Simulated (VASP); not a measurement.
An input for Quantum ESPRESSO's pw.x (written as the equivalent of a VASP run, and not itself run):

```
&CONTROL
  calculation = 'vc-relax'
  pseudo_dir = './pseudo'
  outdir = './out'
  tprnfor = .true.
  tstress = .true.
  nstep = 40
  forc_conv_thr = 0.00078
/
&SYSTEM
  ibrav = 0
  nat = 8
  ntyp = 2
  ecutwfc = 90
  occupations = 'smearing'
  smearing = 'gaussian'
  degauss = 0.003675
  input_dft = 'pbe'
/
&ELECTRONS
  conv_thr = 7.3e-08
  electron_maxstep = 100
/
&IONS
/
&CELL
  press = 100
/
ATOMIC_SPECIES
  Fe 55.845 Fe.upf
  Si 28.085 Si.upf
CELL_PARAMETERS angstrom
     4.3870365    0.0000000    0.0000000
     0.0000000    4.3870365    0.0000000
    -0.0000000    0.0000000    4.3870365
ATOMIC_POSITIONS crystal
  Fe   0.8619087  0.6380913  0.3619087
  Fe   0.3619087  0.8619087  0.6380913
  Fe   0.1380913  0.1380913  0.1380913
  Fe   0.6380913  0.3619087  0.8619087
  Si   0.1584279  0.3415721  0.6584279
  Si   0.6584279  0.1584279  0.3415721
  Si   0.8415721  0.8415721  0.8415721
  Si   0.3415721  0.6584279  0.1584279
K_POINTS automatic
  5 5 5 0 0 0
```

Question: Translate this input to VASP (INCAR, KPOINTS, POSCAR, choice of POTCAR).

Answer: One answer among several that fit: 
### KPOINTS
```
Automatic mesh
0
Gamma
 5 5 5
0 0 0
```

POSCAR:
```
FeSi
1
    4.3870364706     0.0000000000     0.0000000000
    0.0000000000     4.3870364706     0.0000000000
   -0.0000000000     0.0000000000     4.3870364706
Fe Si
4 4
Direct
  0.8619086718   0.6380913282   0.3619086718
  0.3619086718   0.8619086718   0.6380913282
  0.1380913282   0.1380913282   0.1380913282
  0.6380913282   0.3619086718   0.8619086718
  0.1584279466   0.3415720534   0.6584279466
  0.6584279466   0.1584279466   0.3415720534
  0.8415720534   0.8415720534   0.8415720534
  0.3415720534   0.6584279466   0.1584279466
```

INCAR:
```
ALGO = Normal
EDIFF = 1E-6
EDIFFG = -0.02
ENCUT = 500
GGA = PE
IBRION = 2
ISIF = 3
ISMEAR = 0
LASPH = .TRUE.
LCHARG = .FALSE.
LMAXMIX = 4
LREAL = .FALSE.
LWAVE = .FALSE.
NELM = 100
NSW = 40
PREC = Accurate
PSTRESS = 100
SIGMA = 0.05
SYSTEM = FeSi
```

POTCAR, in this order: Fe Si (PBE.64 set). Program: vasp_std.

The two are equivalent in intent, not identical: the potentials are each code's own (VASP's PAW set, PseudoDojo norm-conserving files in pw.x), so ENCUT and ecutwfc are chosen apart and not converted; conv_thr bounds pw.x's estimated SCF error, while EDIFF bounds the energy change between steps; forc_conv_thr acts on force components and is met together with etot_conv_thr.

The compound is FeSi in the B20 structure. It was relaxed first under an external pressure of 10 GPa.
